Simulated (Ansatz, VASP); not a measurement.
# IrPt2 (Pt-Ir-Pt stack, (100) layers) in two plane-wave programs

One calculation is typed for both programs; each brings its own data sets. How far apart do they land? The structure shown is the end of the Ansatz relaxation below.

Method: plane waves, with VASP 6.6.1 beside it; PBE, in Ansatz 0.2.0.

## 1. Set-up

The cell holds 3 atoms: 2 Pt and 1 Ir. Cell: a = 2.718 Å, b = 2.718 Å, c = 31.480 Å, α = 90.0°, β = 90.0°, γ = 90.0°. It derives from IrPt2. Vacuum lies along c.

## 2. Ansatz: relaxation, PBE

Ansatz runs on its PAW soft_1 files.

This run makes the geometry at which the two programs are then compared.

The input, input.yaml:

```yaml
crystal:
  lattice:
    - [2.7112281794, 0.0, 0.0]
    - [0.0, 2.7112281794, 0.0]
    - [0.0, 0.0, 31.479999768]
  atoms:
    - { symbol: Pt, position: [0.0, 0.0, 0.1742814986] }
    - { symbol: Ir, position: [0.5, 0.5, 0.2357052114] }
    - { symbol: Pt, position: [0.0, 0.0, 0.2971289242] }
  periodic: [true, true, false]
kpoints:
  mp_grid: { grid: [12, 12, 1] }
hamiltonian:
  xc: pbe
  pseudopotentials: { kind: paw, azcp: { folder: soft_1 } }
scf:
  occupations: { method: methfessel_paxton, width: 0.2 }
output:
  forces: true
  stress: true
  eigenvalues: true
  write_density: true
  write_potential: true
  elf: true
  volumetric_format: npy
relax:
  adjacent_minimum: "off"
  f_tol: 0.001
  max_steps: 60
  cell: { stress_2d_tol: 0.002 }
```

On the command line:

```sh
$ ansatz run input.yaml --threads 8 --pin off --max-ram 20480MiB --backend cpu --events-out ev --progress --plain --runs-dir out
```

Numbers of over 12 decimals in the logs are rounded to 6 here.

The program printed:

```text
Engine: ansatz 0.2.0, aarch64-unknown-linux-gnu
Pseudopotentials: kind: paw
Pseudopotential: Pt, paw, valence charge 18, recommended cutoff 420 eV (normal), soft_1/Pt.paw.azcp
Pseudopotential: Ir, paw, valence charge 17, recommended cutoff 420 eV (normal), soft_1/Ir.paw.azcp
Functional definition: PBE
  parameter kappa = 0.804
  parameter beta = 0.066725
  exchange = pbe_x(kappa = kappa, mu = beta*pi^2/3)
  correlation = pbe_c(beta = beta)
Crystal: 3 atoms, lattice volume = 231.402 Å³
Basis set: ecut = 420 eV, 4597 PW (Γ), exchange–correlation on 40×40×432 points (8 copies of the dense FFT grid, shifted against one another)
Bands: 32, of which v1, the nominal top of the filled ones, is band 27 counted from 1 (26 counted from 0)
Symmetry: 16 space group operations
Space group: P4/mmm (ITA 123), of the structure as read, at distance tolerance 6.1e-5 Å
k-points: 28 of 144
Non-local potential: Pt, projectors of the file, l = 0: 3, l = 1: 2, l = 2: 2, l = 3: 1
Non-local potential: Ir, projectors of the file, l = 0: 3, l = 1: 2, l = 2: 2, l = 3: 1
PAW form: soft (Blöchl's): semilocal exchange-correlation on the pseudo side does not see the compensation charge
PAW one-centre angular grid: Pt, 590 points (default); XC on 64 Gauss nodes
PAW one-centre angular grid: Ir, 590 points (default); XC on 64 Gauss nodes
Initial density: superposition of atomic densities (neutral atoms: chi_scale 0, normalization atom)
Initial wavefunctions: pseudopotential atomic-orbital guess
Functional: x = pbe(κ = 0.804, μ = 0.219515), c = pbe(β = 0.066725)
SCF iter   1: F=—  HF=-36986.231968 eV  |F-HF|=—  |Δ(HF+E_count)|=         —  Δρ=5.27e-2  dr2=1.60e1  ethr=3.10e-3  ⟨swp⟩=13.6  Hψ=6977  notcnv=0
preconditioner: auto → LDOS  [metal: Δε(μ)=0.018 eV  Ē_g=6.848 eV  σ=0.200 eV  W_gap=0.08  n_scr=20 (ndim 8)  ℏωp=13.1 eV  f_vac=0.752  D(μ)=4.57/eV (n_scr^D=18)  β→1.0]
SCF iter   2: F=—  HF=-36985.098926 eV  |F-HF|=—  |Δ(HF+E_count)|=    1.13e0  S|Δr|=    0.00e0  Δρ=3.06e-2  dr2=2.00e0  ethr=3.10e-3  ⟨swp⟩=4.4  Hψ=2934  notcnv=0  defer=11
SCF iter   3: F=—  HF=-36984.522745 eV  |F-HF|=—  |Δ(HF+E_count)|=   5.76e-1  S|Δr|=    0.00e0  Δρ=1.04e-2  dr2=8.20e-1  ethr=3.10e-3  ⟨swp⟩=3.1  Hψ=2374  notcnv=0  defer=11
SCF iter   4: F=—  HF=-36984.463674 eV  |F-HF|=—  |Δ(HF+E_count)|=   5.91e-2  S|Δr|=    0.00e0  Δρ=6.12e-3  dr2=1.40e-1  ethr=1.55e-3  ⟨swp⟩=2.7  Hψ=1748  notcnv=0  defer=11
SCF iter   5: F=—  HF=-36984.439662 eV  |F-HF|=—  |Δ(HF+E_count)|=   2.40e-2  S|Δr|=    0.00e0  Δρ=1.58e-3  dr2=8.56e-3  ethr=2.64e-4  ⟨swp⟩=3.3  Hψ=1725  notcnv=0  defer=11
SCF iter   6: F=—  HF=-36984.439825 eV  |F-HF|=—  |Δ(HF+E_count)|=   1.63e-4  S|Δr|=    0.00e0  Δρ=4.64e-4  dr2=6.84e-4  ethr=1.62e-5  ⟨swp⟩=3.9  Hψ=2490  notcnv=0  defer=10
SCF iter   7: F=—  HF=-36984.439725 eV  |F-HF|=—  |Δ(HF+E_count)|=   9.97e-5  S|Δr|=    0.00e0  Δρ=1.90e-4  dr2=1.22e-4  ethr=1.29e-6  ⟨swp⟩=3.8  Hψ=1888  notcnv=0  defer=10
SCF iter   8: F=—  HF=-36984.439708 eV  |F-HF|=—  |Δ(HF+E_count)|=   1.73e-5  S|Δr|=    0.00e0  Δρ=3.93e-5  dr2=1.44e-5  ethr=2.31e-7  ⟨swp⟩=3.2  Hψ=1923  notcnv=0  defer=10
SCF iter   9: F=—  HF=-36984.439698 eV  |F-HF|=—  |Δ(HF+E_count)|=   9.77e-6  S|Δr|=    0.00e0  Δρ=1.78e-5  dr2=7.22e-7  ethr=2.71e-8  ⟨swp⟩=3.5  Hψ=1833  notcnv=0  defer=10
SCF iter  10: F=-36984.439698 eV  HF=-36984.439698 eV  |F-HF|=2.23e-7  |Δ(HF+E_count)|=   2.97e-7  S|Δr|=    0.00e0  Δρ=6.43e-6  dr2=5.45e-8  ethr=1.89e-10  ⟨swp⟩=27.9  Hψ=11555  notcnv=0
SCF 1 converged in 10 iterations: F = -36984.439698 eV  dr2 = 5.45e-8
  greatest PAW one-centre occupation: 1.000 electrons in one spin orbital (limit 2), on the Pt atom at site 2 (counted from 0), in its partial waves of l = 0
relax step   1: F+E_penalty+E_count = -36984.43969848 eV  Δ(F+E_penalty+E_count) = +0.000e0 eV  max|allowed force component| = 5.133e-2 eV/Å  Δτ_max = 0.0000 Å  P = +0.409 N/m  Ω = 231.402 Å³  fix = [c, alpha, beta]  reactions: c +0.000 N/m  (10 SCF iters, dr2 threshold 1.00e-7 eV, accepted)
[...]
relax step   5: F+E_penalty+E_count = -36984.44066669 eV  Δ(F+E_penalty+E_count) = +1.862e-6 eV  max|allowed force component| = 1.148e-4 eV/Å  Δτ_max = 0.0001 Å  P = +0.001 N/m  Ω = 232.643 Å³  energy of the carried Pulay correction = -1.376e-4 eV  fix = [c, alpha, beta]  reactions: c +0.000 N/m  (5 SCF iters, dr2 threshold 1.84e-10 eV, accepted)
[...]
relax step   6: F+E_penalty+E_count = -36984.44079377 eV  Δ(F+E_penalty+E_count) = -1.271e-4 eV  max|allowed force component| = 1.708e-4 eV/Å  Δτ_max = 0.0000 Å  P = -0.001 N/m  Ω = 232.643 Å³  fix = [c, alpha, beta]  reactions: c +0.000 N/m  stress off target by 1.28e-3 N/m on what of the cell is left free  SCF on the basis re-selected at this cell (its energy is not comparable with the rows above)  (9 SCF iters)
basis re-selected at this cell: Δ(F+E_penalty+E_count) = -1.271e-4 eV, ΔP = -0.002 N/m vs the last step (what re-selecting the basis moved, of the pressure what is left beyond the Pulay correction that the steps carried, after the strain that the cell walked since its last selection, with what the two solves' SCF thresholds leave and, on support functions, any second-order correction that the steps lacked; it is no m [...]
WARN: The output density's exchange-correlation potential varies sharply where the density is thin. Do not read a vacuum level from v_tot or v_xc, or from such a field of the output density. On a cell that repeats whose density bears no net charge and no dipole along the vacuum's axis use v_es (v_loc + v_h of the components); under efield.dipole_correction with no amplitude use v_es + v_field, which holds any externa [...]
SCF converged after 9 iterations
Stability not checked: this state was not tested for a lower state beside it, because cold or Methfessel-Paxton smearing, or corrected tetrahedra, fill the levels in a way that the test cannot read (fill_not_monotonic; see scf.lower_state_search)
Free energy (F): -36984.440794 eV
Harris-Foulkes:  -36984.440794 eV  (|F-HF|=6.55e-11)
Internal energy: -36984.444977 eV  (E = F + TS)
E sigma→0 (E₀):  -36984.441840 eV
Entropy (-TS):   0.004183 eV (1.394 meV/atom)
Fermi energy:    -5.669617 eV
Step filling:    the computed levels leave a gap of 0.0015 eV = 0.0 smearing widths at the electron count; against every level under it full and every level over it empty, smearing changes F+E_penalty+E_count by +2.515 meV and its σ→0 estimate by +1.469 meV
--- Per-component energies (eV) ---
  E_band       = -1903.791178
  E_kinetic    = 1731.676475
  E_local      = -209981.091547  (includes V_loc(G=0)·N_el)
  E_nonlocal   = 597.985522
  E_hartree    = 103730.294737
  E_xc         = -692.619821
  E_vxc        = -796.207989  (∫ρ·V_xc dr)
  E_paw        = -28233.327271  (= ΣΔE_a)
  E_vpaw       = -916.745720  (= ΣTr[D̂ρ^β])
  E_aug_tail   = 0.002582  (compensation charges beyond the density's cutoff)
  E_ewald      = 95862.634347
  E_smearing   = 0.004183  (= −TS)
  E_closure    = -0.000000  (closes the sum)
  Σ components = -36984.440794   (vs F -36984.440794, Δ=0.00e0)
--- Forces (eV/Å), atoms counted from 1 ---
  atom   1  Pt     0.00000000     0.00000000     0.00017079
  atom   2  Ir    -0.00000000     0.00000000     0.00000000
  atom   3  Pt     0.00000000     0.00000000    -0.00017079
  max |Σ_I F_I| component: 6.31e-30 eV/Å
--- 2D stress c σ (N/m, compression-positive) ---
       -0.001280       0.000000       0.000000
        0.000000      -0.001280       0.000000
        0.000000       0.000000       0.000000
  P = ½ c Tr σ = -0.0013 N/m
--- Band table (eV; the first three rows and the last of 28) ---
  k-point 0: bands = [... 23 lower, -7.2277, -6.5521, -6.1181, -6.0425, -5.1362, -5.1362, -5.0664, -3.9255, ... 1 higher]
  k-point 1: bands = [... 23 lower, -7.3531, -6.5965, -6.3130, -5.8051, -5.5420, -5.1715, -5.0655, -3.0858, ... 1 higher]
  k-point 2: bands = [... 23 lower, -7.2298, -6.7798, -6.6974, -6.4205, -5.3707, -4.9971, -4.6856, -1.8314, ... 1 higher]
  k-point 27: bands = [... 23 lower, -5.6385, -4.6935, -4.6911, -3.8636, -1.8326, -1.8326, 2.2020, 2.2020, ... 1 higher]
--- Relaxed structure (5 steps of the walk, 5 accepted, 1 SCFs on fresh bases) ---
  F+E_penalty+E_count = -36984.44079377 eV   max|allowed force component| = 1.708e-4 eV/Å   (the final SCF, on the basis selected at the relaxed cell)
  cell:  # Å, volume = 232.6435 Å³
    - [2.718492, 0, 0.0]
    - [0, 2.718492, 0.0]
    - [0.0, 0.0, 31.479999768]
  atoms:
    - { symbol: Pt, position: [0, 0, 0.174652] }
    - { symbol: Ir, position: [0.5, 0.5, 0.2357052114] }
    - { symbol: Pt, position: [0, 0, 0.296758] }
```

## 3. VASP: single point, PBE

The same cell, functional, mesh and smearing now go to VASP, with its own data sets.

Lines of VASP's logs that name or quote its potential files are left out, and so is its time.

The input, INCAR:

```
SYSTEM = IrPt2
PREC = Accurate
ENCUT = 400
EDIFF = 1E-06
NELM = 120
ISMEAR = 1
SIGMA = 0.2
LREAL = .FALSE.
ALGO = Normal
GGA = PE
NBANDS = 20
LASPH = .TRUE.
LORBIT = 11
LWAVE = .FALSE.
LCHARG = .FALSE.
ISIF = 2
LDIPOL = .TRUE.
IDIPOL = 3
DIPOL = 0.5 0.5 0.236
LVHAR = .TRUE.
GGA_COMPAT = .FALSE.
NELMDL = -8
KPAR = 2
```

The input, POSCAR:

```
IrPt2
1.0
    2.7184921118      0.0000000000      0.0000000000
    0.0000000000      2.7184921118      0.0000000000
    0.0000000000      0.0000000000     31.4799997680
Pt Ir
2 1
Direct
    0.0000000000      0.0000000000      0.1746524221
    0.0000000000      0.0000000000      0.2967580007
    0.5000000000      0.5000000000      0.2357052114
```

The input, KPOINTS:

```
Automatic mesh
0
Gamma
12 12 1
0 0 0
```

Potentials, in the order of the species: Pt and Ir (PBE family, release 64).

On the command line:

```sh
$ mpirun -np 2 vasp_std
```

The program printed:

```text
[banner, memory and clock lines left out]
running    2 mpi-ranks, on    1 nodes
 distrk:  each k-point on    1 cores,    2 groups
 distr:  one band on    1 cores,    1 groups

 POSCAR found type information on POSCAR PtIr
 POSCAR found :  2 types and       3 ions
 LDA part: xc-table for (Slater+PW92), standard interpolation
 POSCAR, INCAR and KPOINTS ok, starting setup
 FFT: planning ... GRIDC
 FFT: planning ... GRID_SOFT
 FFT: planning ... GRID
 WAVECAR not read
 entering main loop
       N       E                     dE             d eps       ncg     rms          rms(c)
DAV:   1     0.205436821221E+03    0.20544E+03   -0.91504E+03  1120   0.893E+02
DAV:   2    -0.646864473156E+01   -0.21191E+03   -0.19975E+03  1616   0.244E+02
DAV:   3    -0.202434450095E+02   -0.13775E+02   -0.13017E+02  1360   0.636E+01
DAV:   4    -0.206098015163E+02   -0.36636E+00   -0.35468E+00  1356   0.113E+01
DAV:   5    -0.206221058746E+02   -0.12304E-01   -0.12275E-01  1452   0.188E+00
DAV:   6    -0.206226758020E+02   -0.56993E-03   -0.56987E-03  1632   0.305E-01
DAV:   7    -0.206226810506E+02   -0.52486E-05   -0.52484E-05  1468   0.262E-02
DAV:   8    -0.206226813502E+02   -0.29961E-06   -0.29955E-06  1168   0.452E-03    0.203E+01
DAV:   9    -0.194600891279E+02    0.11626E+01   -0.33255E+00  1364   0.175E+01    0.108E+01
DAV:  10    -0.206972144467E+02   -0.12371E+01   -0.78759E+00  1444   0.278E+01    0.966E+00
DAV:  11    -0.192595367744E+02    0.14377E+01   -0.62754E+00  1452   0.230E+01    0.181E+00
DAV:  12    -0.192479858889E+02    0.11551E-01   -0.13825E-01  1356   0.325E+00    0.456E-01
DAV:  13    -0.192443891759E+02    0.35967E-02   -0.19506E-02  1656   0.146E+00    0.223E-01
DAV:  14    -0.192444287059E+02   -0.39530E-04   -0.61854E-04  1380   0.221E-01    0.133E-01
DAV:  15    -0.192444371407E+02   -0.84348E-05   -0.24824E-04  1588   0.163E-01    0.769E-02
DAV:  16    -0.192444267771E+02    0.10364E-04   -0.34918E-05  1396   0.511E-02    0.226E-02
DAV:  17    -0.192444272715E+02   -0.49436E-06   -0.51685E-06  1376   0.174E-02
   1 F= -.19244427E+02 E0= -.19245928E+02  d E =0.450220E-02
```

OUTCAR, selected parts (step 3):

```text
ion  position               nearest neighbor table
   1  0.000  0.000  0.175-   3 2.72   3 2.72   3 2.72   3 2.72
   2  0.000  0.000  0.297-   3 2.72   3 2.72   3 2.72   3 2.72
   3  0.500  0.500  0.236-   1 2.72   2 2.72   1 2.72   2 2.72   1 2.72   2 2.72   1 2.72   2 2.72

  LATTYP: Found a simple tetragonal cell.
 ALAT       =     2.7184921118
 C/A-ratio  =    11.5799489104

 Subroutine GETGRP returns: Found 16 space group operations
 (whereof  8 operations were pure point group operations)

The static configuration has the point symmetry C_4v.
 The point group associated with its full space group is D_4h.

 Found     28 irreducible k-points:

   k-points           NKPTS =     28   k-points in BZ     NKDIM =     28   number of bands    NBANDS=     20

   dimension x,y,z NGX =    18 NGY =   18 NGZ =  210
   dimension x,y,z NGXF=    36 NGYF=   36 NGZF=  420

   ENCUT  =  400.0 eV  29.40 Ry    5.42 a.u.   4.43  4.43 51.34*2*pi/ulx,y,z

   NELECT =      29.0000    total number of electrons

 k-points in reciprocal lattice and weights: Automatic mesh
   0.00000000  0.00000000  0.00000000       0.007
   0.08333333  0.00000000  0.00000000       0.028
   0.16666667  0.00000000  0.00000000       0.028
   0.25000000  0.00000000  0.00000000       0.028
   0.33333333  0.00000000  0.00000000       0.028
   0.41666667  0.00000000  0.00000000       0.028
   0.50000000  0.00000000  0.00000000       0.014
   0.08333333  0.08333333  0.00000000       0.028
   0.16666667  0.08333333  0.00000000       0.056
[...]
0.50000000  0.41666667  0.00000000       0.028
   0.50000000  0.50000000  0.00000000       0.007

 dipolmoment           0.000000      0.000000      0.000000 electrons x Angstroem

 average (electrostatic) potential at core
       1 -76.4751       2 -76.4751       3 -61.3520

 E-fermi :  -2.5128

 k-point     1 :       0.0000    0.0000    0.0000
  band No.  band energies     occupation
    ...
     11      -4.0628      2.00000
     12      -4.0628      2.00000
     13      -3.3975      2.00000
     14      -2.9653      2.00627
     15      -2.8757      2.02777
     16      -1.9864     -0.00126
     17      -1.9864     -0.00126
     18      -1.9169     -0.00021
     19      -0.7549     -0.00000
     20       2.9291      0.00000

 k-point     2 :       0.0833    0.0000    0.0000
  band No.  band energies     occupation
    ...
     11      -4.1991      2.00000
     12      -4.1885      2.00000
     13      -3.4411      2.00000
     14      -3.1591      2.00005
     15      -2.6487      1.90475
     16      -2.3763      0.09272
     17      -2.0211     -0.00278
     18      -1.9164     -0.00021
     19       0.0776     -0.00000
     20       3.0683      0.00000

 k-point     3 :       0.1667    0.0000    0.0000
  band No.  band energies     occupation
    ...
     11      -4.5094      2.00000
     12      -4.0654      2.00000
     13      -3.6230      2.00000
     14      -3.5408      2.00000
     15      -3.2611      2.00000
     16      -2.2183     -0.05771
     17      -1.8487     -0.00003
     18      -1.5208     -0.00000
     19       1.3281     -0.00000
     20       3.4814      0.00000

  Total       -0.0145692     -0.0145692      0.0428639      0.0000000      0.0000000      0.0000000
  in kB       -0.1003359     -0.1003359      0.2951967      0.0000000      0.0000000      0.0000000
  external PRESSURE =       0.0315083 kB  Pullay stress =       0.0000000 kB

  energy-cutoff  :      400.00
  volume of cell :      232.64
      direct lattice vectors                 reciprocal lattice vectors
     2.718492112  0.000000000  0.000000000     0.367850985  0.000000000  0.000000000
     0.000000000  2.718492112  0.000000000     0.000000000  0.367850985  0.000000000
     0.000000000  0.000000000 31.479999768     0.000000000  0.000000000  0.031766201

 POSITION                                       TOTAL-FORCE (eV/Angst)
 -----------------------------------------------------------------------------------
      0.00000      0.00000      5.49806         0.000000      0.000000     -0.014662
      0.00000      0.00000      9.34194        -0.000000     -0.000000      0.014662
      1.35925      1.35925      7.42000        -0.000000     -0.000000      0.000000
 -----------------------------------------------------------------------------------
    total drift:                                0.000000      0.000000      0.000002

  FREE ENERGIE OF THE ION-ELECTRON SYSTEM (eV)
  ---------------------------------------------------
  free  energy   TOTEN  =       -19.2444272715 eV

  energy  without entropy=      -19.2489294764  energy(sigma->0) =      -19.24592801

 vacuum level on the upper side and lower side of the slab         3.162         3.162

 total charge
# of ion       s       p       d       tot
------------------------------------------
    1        0.670   0.512   8.017   9.200
    2        0.670   0.512   8.017   9.200
    3        0.640   0.659   6.953   8.251
--------------------------------------------------
tot          1.980   1.683  22.987  26.650

[... 3 further parts left out ...]
```

This run has no spin polarisation. Its electron count is odd, so without a moment it is a metal by construction.

## 4. Side by side

Known differences besides the potentials themselves: Ansatz cuts the interaction across the vacuum, VASP repeats the sheet with a dipole correction (LDIPOL); the data sets hold 53 valence electrons in Ansatz (on its PAW soft_1 files) and 29 in VASP; the cutoff is 420 eV in Ansatz and 400 eV in VASP. Total energies have different zeros and are not compared.

The largest component of a force difference here is 15 meV/Å. Where the cell holds vacuum, a pressure given here is an average over it and none of the material.

## 5. Results

- r.m.s. force difference (single point, PBE): 7.0 meV/Å

In words: The r.m.s. force difference is 7.0 meV/Å (single point, PBE), within the 12 meV/Å picked in this series as the mark of a large difference. The data sets hold unlike numbers of valence electrons (53 in Ansatz and 29 in VASP), so part of the differences may come from the potentials. Such differences can come from data sets, numerical settings and the points named under the comparisons, not from the functional's error against experiment.

[Lines on the potential files, build, host, timing and source positions are cut from VASP's logs without a mark.]

[Logs are printed without paths, hosts, clocks, repeated set-up lines and the standing remarks that a program may print on its own settings, such as how far it seeks lower states.]

[Hosts, paths, dates, database ids (printed as entryN), source tags and the programs' standing remarks are cut or masked in the printed files.]
